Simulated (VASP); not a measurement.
# GaN: structure and properties in VASP, part 3 of 6

Aim: relax GaN, then compute properties on the relaxed cell. The start is a computed cell from the Materials Project.

VASP 6.6.1; r2SCAN with rVV10; plane waves and PAW (Ga_d, N).

So far, gap on the k-mesh (eV): step 2 (full relaxation (r2SCAN + rVV10)) 2.13; step 3 (density, ELF and potential (r2SCAN + rVV10)) 2.13.

### 4. Band structure (r2SCAN + rVV10)

The mesh alone shows little of the dispersion and can miss band extrema, so KPOINTS_OPT adds a path through the symmetry points after the self-consistent cycle.

INCAR

```
SYSTEM = GaN
PREC = Accurate
ENCUT = 520
EDIFF = 1E-06
NELM = 100
ISMEAR = 0
SIGMA = 0.05
LREAL = .FALSE.
ALGO = Normal
METAGGA = R2SCAN
LUSE_VDW = .TRUE.
IVDW_NL = 2
BPARAM = 11.95
CPARAM = 0.0093
LASPH = .TRUE.
NBANDS = 21
LORBIT = 11
LWAVE = .FALSE.
LCHARG = .FALSE.
KPAR = 2
```

POSCAR

```
GaN
1.0
    0.0000000000      2.2479037018      2.2479037018
    2.2479037018      0.0000000000      2.2479037018
    2.2479037018      2.2479037018      0.0000000000
Ga N
1 1
Direct
    0.0000000000      0.0000000000      0.0000000000
    0.7500000000      0.7500000000      0.7500000000
```

KPOINTS

```
Automatic mesh
0
Gamma
7 7 7
0 0 0
```

KPOINTS_OPT

```
Line mode
16
Line-mode
Reciprocal
  0.00000000   0.00000000   0.00000000 GAMMA
  0.50000000   0.00000000   0.50000000 X

  0.50000000   0.00000000   0.50000000 X
  0.50000000   0.25000000   0.75000000 W

  0.50000000   0.25000000   0.75000000 W
  0.37500000   0.37500000   0.75000000 K

  0.37500000   0.37500000   0.75000000 K
  0.00000000   0.00000000   0.00000000 GAMMA

  0.00000000   0.00000000   0.00000000 GAMMA
  0.50000000   0.50000000   0.50000000 L

  0.50000000   0.50000000   0.50000000 L
  0.62500000   0.25000000   0.62500000 U

  0.62500000   0.25000000   0.62500000 U
  0.50000000   0.25000000   0.75000000 W

  0.50000000   0.25000000   0.75000000 W
  0.50000000   0.50000000   0.50000000 L

  0.50000000   0.50000000   0.50000000 L
  0.37500000   0.37500000   0.75000000 K

  0.62500000   0.25000000   0.62500000 U
  0.50000000   0.00000000   0.50000000 X
```

The projector-augmented-wave data sets are Ga_d and N (PBE family, release 64).

Command:

```sh
mpirun -np 2 vasp_std
```

The program printed:

```text
[banner, memory and clock lines left out]
running    2 mpi-ranks, on    1 nodes
 distrk:  each k-point on    1 cores,    2 groups
 distr:  one band on    1 cores,    1 groups

 POSCAR found type information on POSCAR GaN
 POSCAR found :  2 types and       2 ions
 [... a notice as in an earlier step ...]

 [... a notice as in an earlier step ...]

 LDA part: xc-table for (None), standard interpolation
 POSCAR, INCAR and KPOINTS ok, starting setup
 FFT: planning ... GRIDC
 FFT: planning ... GRID_SOFT
 FFT: planning ... GRID
 WAVECAR not read
 entering main loop
       N       E                     dE             d eps       ncg     rms          rms(c)
Total rVV10 correction in eV:      0.4612137    19.3421240
Total rVV10 correction in eV:      0.4612137    19.3421240
DAV:   1     0.999420570493E+02    0.99942E+02   -0.86416E+03  1039   0.157E+03
DAV:   2    -0.161038499961E+02   -0.11605E+03   -0.10452E+03   870   0.364E+02
DAV:   3    -0.261690323069E+02   -0.10065E+02   -0.99588E+01   958   0.740E+01
DAV:   4    -0.263031725597E+02   -0.13414E+00   -0.13408E+00   963   0.913E+00
DAV:   5    -0.263043918485E+02   -0.12193E-02   -0.12193E-02   993   0.845E-01    0.714E+00
Total rVV10 correction in eV:      0.4811148    19.3421251
Total rVV10 correction in eV:      0.4811148    19.3421251
DAV:   6    -0.213185221347E+02    0.49859E+01   -0.22597E+00  1228   0.313E+01    0.246E+00
Total rVV10 correction in eV:      0.4868011    19.3421250
Total rVV10 correction in eV:      0.4868011    19.3421250
DAV:   7    -0.213936894569E+02   -0.75167E-01   -0.40483E-01   920   0.544E+00    0.174E+00
Total rVV10 correction in eV:      0.4924021    19.3421250
Total rVV10 correction in eV:      0.4924021    19.3421250
DAV:   8    -0.214017003851E+02   -0.80109E-02   -0.27919E-02  1028   0.347E+00    0.237E-01
Total rVV10 correction in eV:      0.4939878    19.3421250
Total rVV10 correction in eV:      0.4939878    19.3421250
DAV:   9    -0.214002738162E+02    0.14266E-02   -0.95961E-03  1166   0.209E+00    0.129E-01
Total rVV10 correction in eV:      0.4939792    19.3421250
Total rVV10 correction in eV:      0.4939792    19.3421250
DAV:  10    -0.214003561833E+02   -0.82367E-04   -0.64280E-04   955   0.179E-01    0.130E-01
Total rVV10 correction in eV:      0.4939539    19.3421250
Total rVV10 correction in eV:      0.4939539    19.3421250
DAV:  11    -0.214003539499E+02    0.22334E-05   -0.52957E-06  1237   0.258E-02    0.136E-01
Total rVV10 correction in eV:      0.4945850    19.3421250
Total rVV10 correction in eV:      0.4945850    19.3421250
DAV:  12    -0.214004313756E+02   -0.77426E-04   -0.10216E-03   987   0.345E-01    0.121E-01
Total rVV10 correction in eV:      0.4944534    19.3421250
Total rVV10 correction in eV:      0.4944534    19.3421250
DAV:  13    -0.214004071403E+02    0.24235E-04   -0.14970E-04   984   0.156E-01    0.746E-02
Total rVV10 correction in eV:      0.4943130    19.3421250
Total rVV10 correction in eV:      0.4943130    19.3421250
DAV:  14    -0.214003798989E+02    0.27241E-04   -0.44952E-05  1030   0.803E-02    0.364E-02
Total rVV10 correction in eV:      0.4942188    19.3421250
Total rVV10 correction in eV:      0.4942188    19.3421250
DAV:  15    -0.214003780191E+02    0.18798E-05   -0.23250E-05  1149   0.568E-02    0.125E-02
Total rVV10 correction in eV:      0.4941967    19.3421250
Total rVV10 correction in eV:      0.4941967    19.3421250
DAV:  16    -0.214003786862E+02   -0.66717E-06   -0.33076E-06   992   0.148E-02
Total rVV10 correction in eV:      0.4941940    19.3421250
Total rVV10 correction in eV:      0.4941940    19.3421250
Total rVV10 correction in eV:      0.4941739    19.3421250
Total rVV10 correction in eV:      0.4941739    19.3421250
   1 F= -.21400379E+02 E0= -.21400379E+02  d E =-.574979E-16
 Start KPOINTS_OPT (optional k-point list driver)
k-point batch [1-20\160]
       N       E                     dE             ncg
DAV:   1     0.523277291152E+03   -0.92939E+04     1034
DAV:   2    -0.161570239899E+04   -0.21390E+04      870
DAV:   3    -0.179111835848E+04   -0.17542E+03      969
DAV:   4    -0.179344536288E+04   -0.23270E+01      948
DAV:   5    -0.179346405180E+04   -0.18689E-01      990
DAV:   6    -0.179346450407E+04   -0.45227E-03      993
DAV:   7    -0.179346451831E+04   -0.14239E-04      963
DAV:   8    -0.179346451873E+04   -0.41608E-06      726
[...]
k-point batch [141-160\160]
       N       E                     dE             ncg
DAV:   1     0.471453285922E+03   -0.15947E+05     1016
DAV:   2    -0.172931187458E+04   -0.22008E+04      874
DAV:   3    -0.192255123820E+04   -0.19324E+03     1045
DAV:   4    -0.192512968530E+04   -0.25784E+01      990
DAV:   5    -0.192515034323E+04   -0.20658E-01     1004
DAV:   6    -0.192515089765E+04   -0.55443E-03     1050
DAV:   7    -0.192515091926E+04   -0.21602E-04      982
DAV:   8    -0.192515092001E+04   -0.75058E-06      856
```

Wall time 40 s (2 MPI ranks of Intel Xeon 6975P-C (Granite Rapids), shared host); peak memory 0.4 GiB; 78 s of CPU time.

OUTCAR, selected parts (step 4):

```text
The static configuration has the point symmetry T_d .

 Found     20 irreducible k-points:

   k-points           NKPTS =     20   k-points in BZ     NKDIM =     20   number of bands    NBANDS=     21

   NELECT =      18.0000    total number of electrons

 E-fermi :   5.3542

 k-point     1 :       0.0000    0.0000    0.0000
  band No.  band energies     occupation
    ...
      5      -8.3708      2.00000
      6      -8.3708      2.00000
      7       5.0845      2.00000
      8       5.0845      2.00000
      9       5.0845      2.00000
     10       7.2189      0.00000
     11      16.1200      0.00000
     12      16.1201      0.00000
     13      16.1201      0.00000
     14      23.6724      0.00000
    ...

 k-point     2 :       0.1429    0.0000    0.0000
  band No.  band energies     occupation
    ...
      5      -8.3725      2.00000
      6      -8.3724      2.00000
      7       3.2143      2.00000
      8       4.8701      2.00000
      9       4.8701      2.00000
     10       8.5912      0.00000
     11      15.2502      0.00000
     12      16.4243      0.00000
     13      16.4244      0.00000
     14      22.9134      0.00000
    ...

  Total        0.0074377      0.0074377      0.0074377     -0.0000000     -0.0000000      0.0000000
  in kB        0.5245502      0.5245502      0.5245502     -0.0000000     -0.0000000      0.0000000
  external PRESSURE =       0.5245502 kB  Pullay stress =       0.0000000 kB

 POSITION                                       TOTAL-FORCE (eV/Angst)
 -----------------------------------------------------------------------------------
      0.00000      0.00000      0.00000        -0.000000     -0.000000     -0.000000
      3.37186      3.37186      3.37186         0.000000      0.000000      0.000000
 -----------------------------------------------------------------------------------
    total drift:                               -0.000008     -0.000008     -0.000008

  FREE ENERGIE OF THE ION-ELECTRON SYSTEM (eV)
  ---------------------------------------------------
  free  energy   TOTEN  =       -21.4003786862 eV

  energy  without entropy=      -21.4003786862  energy(sigma->0) =      -21.40037869

 total charge
# of ion       s       p       d       tot
------------------------------------------
    1        0.757   0.887  10.193  11.838
    2        1.231   2.543   0.000   3.775
--------------------------------------------------
tot          1.989   3.430  10.193  15.613

[... 7 parts as in an earlier step ...]

[... 5 further parts left out ...]
```

Spin-orbit coupling is off here; it would split degenerate levels.

Numbers from this step:

- SCF cycles: 16
- bands: 21
- Fermi energy: 5.354 eV
- pressure: 0.05246 GPa
- least gap on mesh and path: 2.134 eV
- least direct gap on mesh and path: 2.134 eV

Electronic bands along the path, in eV, zero at the valence-band top; v1 is the highest filled band, c1 the lowest empty one:

| point | v3 | v2 | v1 | c1 | c2 |
| --- | --- | --- | --- | --- | --- |
| Γ | 0.00 | 0.00 | 0.00 | 2.13 | 11.03 |
| 0.53 of the way | -3.77 | -1.69 | -1.69 | 5.05 | 7.92 |
| X | -6.26 | -2.82 | -2.82 | 3.72 | 7.26 |
| 0.53 of the way | -6.04 | -3.37 | -3.36 | 5.13 | 8.24 |
| W | -5.80 | -3.84 | -3.75 | 6.70 | 9.18 |
| 0.53 of the way | -5.91 | -4.26 | -2.81 | 6.02 | 8.75 |
| K | -5.98 | -4.40 | -2.26 | 5.43 | 8.57 |
| 0.47 of the way | -4.58 | -2.43 | -0.64 | 6.04 | 9.02 |
| Γ | 0.00 | 0.00 | 0.00 | 2.13 | 11.03 |
| 0.53 of the way | -4.28 | -0.59 | -0.59 | 4.67 | 9.43 |
| L | -7.23 | -1.01 | -1.01 | 5.19 | 9.44 |
| 0.53 of the way | -6.66 | -2.98 | -1.56 | 6.61 | 8.01 |
| U | -5.98 | -4.40 | -2.26 | 5.43 | 8.57 |
| 0.47 of the way | -5.91 | -4.26 | -2.81 | 6.02 | 8.75 |
| W | -5.80 | -3.84 | -3.75 | 6.70 | 9.18 |
| 0.47 of the way | -6.50 | -3.26 | -1.95 | 7.34 | 7.54 |
| L | -7.23 | -1.01 | -1.01 | 5.19 | 9.44 |
| 0.47 of the way | -6.79 | -2.63 | -1.45 | 6.54 | 8.05 |
| K | -5.98 | -4.40 | -2.26 | 5.43 | 8.57 |
| jump to U | -5.98 | -4.40 | -2.26 | 5.43 | 8.57 |
| 0.47 of the way | -6.15 | -3.54 | -2.65 | 4.39 | 7.80 |
| X | -6.26 | -2.82 | -2.82 | 3.72 | 7.26 |

Of the projections kept (Ga, N), the largest for each band there; the rest of the weight can lie on other orbitals:

| point | v3 | v2 | v1 | c1 | c2 |
| --- | --- | --- | --- | --- | --- |
| Γ | N 0.77 | N 0.77 | N 0.77 | N 0.57 | Ga 1.00 |
| X | Ga 0.61 | N 0.66 | N 0.66 | Ga 0.83 | Ga 0.84 |
| W | Ga 0.59 | N 0.60 | N 0.59 | N 0.52 | Ga 0.52 |
| K | Ga 0.59 | N 0.58 | N 0.67 | Ga 0.76 | Ga 0.53 |
| Γ | N 0.77 | N 0.77 | N 0.77 | N 0.57 | Ga 1.00 |
| L | Ga 0.57 | N 0.72 | N 0.72 | Ga 0.70 | N 0.76 |

The electronic bands as a text plot (rows in eV, shown from -7.2 to 7.3 only):

```
    7.0 |        +          +                     ++++
    6.4 |            +++  +                 ++   +    +   +++
    5.8 |           +   ++   +             +  + +      + +   +
    5.1 |    ++               +        ++++    +        +     +
    4.5 |   +  +   +           +      +                        +
    3.9 |  +    +++                  +                          +
    3.3 | +                     +   +
    2.7 |                          +
    2.1 |+                       ++
    1.5 |
    0.9 |
    0.3 |
   -0.3 |***                  ********
   -0.9 | * *               ** *      ******           ***
   -1.5 |  * *             *  * *   *      ***       *** ***
   -2.1 |     *         ***                   **      *   * **
   -2.7 |   *  ****    *     * *     *      *   *   **     *  ***
   -3.3 |          ** *     * *                  * *           *
   -3.9 |    *       **    *                 *   ****       * *
   -4.5 |     *        ****  *        *       ***            *
   -5.1 |      *
   -5.7 |       *   *********          *       *****         *
   -6.3 |        ***                    *    **     *       * ***
   -6.9 |                                ****        *******
         Γ       X    W  K        Γ      L     U  W     L   K|U X
```

The path finds the gap of the mesh within 0.02 eV, so the mesh comes close to both band edges.

### 5. Density of states (r2SCAN + rVV10)

Here the states are counted by energy and projected on the atoms. The mesh is finer than in the run before.

Changes to INCAR since step 4:

```diff
@@ -5,3 +5,3 @@
 NELM = 100
-ISMEAR = 0
+ISMEAR = -5
 SIGMA = 0.05
@@ -20 +20,2 @@
 KPAR = 2
+NEDOS = 2001
```

POSCAR is that of step 4.

KPOINTS

```
Automatic mesh
0
Gamma
11 11 11
0 0 0
```

Command:

```sh
mpirun -np 2 vasp_std
```

The program printed:

```text
[... set-up lines as in an earlier step ...]
 entering main loop
       N       E                     dE             d eps       ncg     rms          rms(c)
Total rVV10 correction in eV:      0.4612137    19.3421240
Total rVV10 correction in eV:      0.4612137    19.3421240
DAV:   1     0.939699207997E+02    0.93970E+02   -0.86594E+03  2824   0.157E+03
DAV:   2    -0.166678988504E+02   -0.11064E+03   -0.10136E+03  2428   0.339E+02
DAV:   3    -0.261752384761E+02   -0.95073E+01   -0.94169E+01  2743   0.719E+01
DAV:   4    -0.263034923769E+02   -0.12825E+00   -0.12820E+00  2665   0.882E+00
DAV:   5    -0.263045572239E+02   -0.10648E-02   -0.10648E-02  2768   0.787E-01    0.714E+00
Total rVV10 correction in eV:      0.4811107    19.3421251
Total rVV10 correction in eV:      0.4811107    19.3421251
DAV:   6    -0.213195852516E+02    0.49850E+01   -0.22591E+00  3458   0.313E+01    0.245E+00
Total rVV10 correction in eV:      0.4867823    19.3421250
Total rVV10 correction in eV:      0.4867823    19.3421250
DAV:   7    -0.213948552018E+02   -0.75270E-01   -0.40586E-01  2612   0.545E+00    0.174E+00
Total rVV10 correction in eV:      0.4923714    19.3421250
Total rVV10 correction in eV:      0.4923714    19.3421250
DAV:   8    -0.214028565658E+02   -0.80014E-02   -0.27911E-02  2951   0.347E+00    0.237E-01
Total rVV10 correction in eV:      0.4939537    19.3421250
Total rVV10 correction in eV:      0.4939537    19.3421250
DAV:   9    -0.214014269766E+02    0.14296E-02   -0.96019E-03  3183   0.209E+00    0.129E-01
Total rVV10 correction in eV:      0.4939471    19.3421250
Total rVV10 correction in eV:      0.4939471    19.3421250
DAV:  10    -0.214015123158E+02   -0.85339E-04   -0.65702E-04  2807   0.181E-01    0.132E-01
Total rVV10 correction in eV:      0.4938830    19.3421250
Total rVV10 correction in eV:      0.4938830    19.3421250
DAV:  11    -0.214015180831E+02   -0.57673E-05   -0.17476E-05  3547   0.699E-02    0.144E-01
Total rVV10 correction in eV:      0.4949865    19.3421250
Total rVV10 correction in eV:      0.4949865    19.3421250
DAV:  12    -0.214016381583E+02   -0.12008E-03   -0.23916E-03  2871   0.602E-01    0.230E-01
Total rVV10 correction in eV:      0.4945502    19.3421250
Total rVV10 correction in eV:      0.4945502    19.3421250
DAV:  13    -0.214015856762E+02    0.52482E-04   -0.45326E-04  2729   0.326E-01    0.112E-01
Total rVV10 correction in eV:      0.4943228    19.3421250
Total rVV10 correction in eV:      0.4943228    19.3421250
DAV:  14    -0.214015372528E+02    0.48423E-04   -0.11714E-04  2898   0.124E-01    0.506E-02
Total rVV10 correction in eV:      0.4942111    19.3421250
Total rVV10 correction in eV:      0.4942111    19.3421250
DAV:  15    -0.214015336840E+02    0.35687E-05   -0.46745E-05  3090   0.655E-02    0.212E-02
Total rVV10 correction in eV:      0.4941536    19.3421250
Total rVV10 correction in eV:      0.4941536    19.3421250
DAV:  16    -0.214015339794E+02   -0.29537E-06   -0.72307E-06  3219   0.332E-02
Total rVV10 correction in eV:      0.4941542    19.3421250
Total rVV10 correction in eV:      0.4941542    19.3421250
Total rVV10 correction in eV:      0.4941343    19.3421250
Total rVV10 correction in eV:      0.4941343    19.3421250
   1 F= -.21401534E+02 E0= -.21401534E+02  d E =0.000000E+00
```

Elapsed: 34 s, on 2 MPI ranks; peak memory 0.43 GiB.

From OUTCAR (step 5):

```text
   k-points           NKPTS =     56   k-points in BZ     NKDIM =     56   number of bands    NBANDS=     21

   NELECT =      18.0000    total number of electrons

 E-fermi :   5.1021

 k-point     1 :       0.0000    0.0000    0.0000
  band No.  band energies     occupation
    ...
      5      -8.3710      2.00000
      6      -8.3710      2.00000
      7       5.0831      2.00000
      8       5.0831      2.00000
      9       5.0831      2.00000
     10       7.2180      0.00000
     11      16.1196      0.00000
     12      16.1197      0.00000
     13      16.1197      0.00000
     14      23.6724      0.00000
    ...

  Total        0.0114419      0.0114419      0.0114419      0.0000000      0.0000000     -0.0000000
  in kB        0.8069513      0.8069513      0.8069513      0.0000000      0.0000000     -0.0000000
  external PRESSURE =       0.8069513 kB  Pullay stress =       0.0000000 kB

  FREE ENERGIE OF THE ION-ELECTRON SYSTEM (eV)
  ---------------------------------------------------
  free  energy   TOTEN  =       -21.4015339794 eV

  energy  without entropy=      -21.4015339794  energy(sigma->0) =      -21.40153398

[... 7 parts as in an earlier step ...]

[... 10 further parts left out ...]
```

Numbers from this step:

```
irreducible k-points           : 56
Fermi energy                   : 5.102 eV
pressure                       : 0.08070 GPa
gap on the k-mesh              : 2.135 eV
least direct gap on the k-mesh : 2.135 eV
```

The density of states has structure finer than the step of the table below, so its rows give means over 1 eV, whole bins alone (the curve runs from -12.0 to 10.1 eV). Peaks (eV: height): total -11.9: 1.94, -6.0: 2.64, -1.3: 1.40, 8.2: 2.33; N p -6.0: 0.764, -1.1: 0.743, 6.7: 0.154, 8.2: 0.582; Ga p -4.1: 0.158, -2.5: 0.235, 5.6: 0.109, 8.3: 0.179; Ga d -11.9: 1.14, 8.2: 0.163; Ga s -6.0: 0.903, 8.2: 0.638.

States under -12.0 eV and over 10.1 eV are left out. The density of states by energy, zero at the valence-band top; means over each step; values in states/eV/cell:

| energy (eV) | total | N p | Ga p | Ga d | Ga s | N s |
| --- | --- | --- | --- | --- | --- | --- |
| -8 | 0 | 0 | 0 | 0 | 0 | 0 |
| -7 | 0.183 | 0.0493 | 0.0180 | 0.00289 | 0.0449 | 0.00260 |
| -6 | 1.12 | 0.320 | 0.0624 | 0.0367 | 0.340 | 0.0267 |
| -5 | 0.351 | 0.101 | 0.0240 | 0.0248 | 0.0749 | 0.0247 |
| -4 | 0.693 | 0.248 | 0.110 | 0.0369 | 0.0501 | 0.0181 |
| -3 | 1.08 | 0.451 | 0.185 | 0.0532 | 0.0446 | 0.0143 |
| -2 | 1.33 | 0.634 | 0.212 | 0.0833 | 0.0258 | 0.00911 |
| -1 | 1.08 | 0.582 | 0.134 | 0.0956 | 0.00846 | 0.00371 |
| 0 | 0.158 | 0.0923 | 0.0117 | 0.0193 | 4.5e-4 | 2.5e-4 |
| 1 | 0 | 0 | 0 | 0 | 0 | 0 |
| 2 | 6.0e-4 | 4.8e-5 | 0 | 0 | 1.4e-4 | 1.7e-4 |
| 3 | 0.0236 | 0.00378 | 7.1e-4 | 1.9e-4 | 0.00458 | 0.00585 |
| 4 | 0.137 | 0.0190 | 0.0164 | 0.00759 | 0.0141 | 0.0207 |
| 5 | 0.532 | 0.0763 | 0.0743 | 0.0313 | 0.0549 | 0.0637 |
| 6 | 0.836 | 0.127 | 0.106 | 0.0585 | 0.115 | 0.0795 |
| 7 | 0.482 | 0.0846 | 0.0562 | 0.0445 | 0.0652 | 0.0295 |
| 8 | 1.20 | 0.288 | 0.0911 | 0.0861 | 0.320 | 0.0193 |
| 9 | 0.696 | 0.164 | 0.107 | 0.0443 | 0.137 | 0.00455 |

The gap on this mesh is 2.13 eV. In the top eV of the valence band the largest shares in the PAW spheres are N p 56 %, Ga d 11 % and Ga p 10 %; in the lowest eV of the conduction band, N s 27 %, Ga s 21 % and N p 13 %. The rest lies in smaller channels or between the spheres.

(Part 3 of 6 ends here.)

[Lines on the potential files, build, host, timing and source positions are cut from VASP's logs without a mark.]

[Logs are printed without paths, hosts, clocks, repeated set-up lines and the standing remarks that a program may print on its own settings, such as how far it seeks lower states.]

[Hosts, paths, dates, database ids (printed as entryN), source tags and the programs' standing remarks are cut or masked in the printed files.]

[A measured line is paired with the nearest computed mode of its activity, which favours agreement.]
